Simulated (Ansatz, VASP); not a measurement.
# One calculation of NaCuH4, two programs

```
Na Cu H
1.0
     4.03921    0.00000    0.00000
     0.00000    4.03921    0.00000
     0.00000    0.00000    5.71230
Na Cu H
1 1 4
Cartesian
  0.0000 0.0000 0.0000
  2.0196 2.0196 2.8562
  2.0196 0.0000 1.4281
  0.0000 2.0196 4.2842
  2.0196 0.0000 4.2842
  0.0000 2.0196 1.4281
```

Alike in both runs: task relaxation of cell and atoms; functional PBE; k mesh 4 × 4 × 4; occupations gaussian, width 0.1 eV; no spin polarisation.

|  | VASP | Ansatz |
| --- | --- | --- |
| version | VASP 6.6.1 | Ansatz 0.2.0 |
| potentials or method | VASP PAW PBE potentials, release 64 (Na_pv, Cu, H) | scalar-relativistic, plane waves, PAW |
| plane-wave cutoff (eV) | 600 | 420 |
| valence electrons in the cell | 22 | 32 |

Ansatz gave:

```
gap on the k mesh at the Fermi level, each at its own relaxed structure (eV) : none
relaxed volume (Å³/atom)                                                     : 8.41
relaxed cell length with the largest relative difference (Å)                 : 4.984
energy change over the relaxation (meV/atom)                                 : -637
```

Which values does VASP return?

gap on the k mesh at the Fermi level, each at its own relaxed structure (eV): none; relaxed volume (Å³/atom): 8.45; relaxed cell length with the largest relative difference (Å): 4.957; energy change over the relaxation (meV/atom): -631.

A gap of «none» marks a metal or a gap that the smearing closes. The two sets of potentials don't hold the same shells in valence.

Caveats: the k mesh is coarse (spacing up to 0.39 Å⁻¹), so the values aren't converged; the volume moved by over 15 % at a fixed basis, so the end points are rough (VASP).
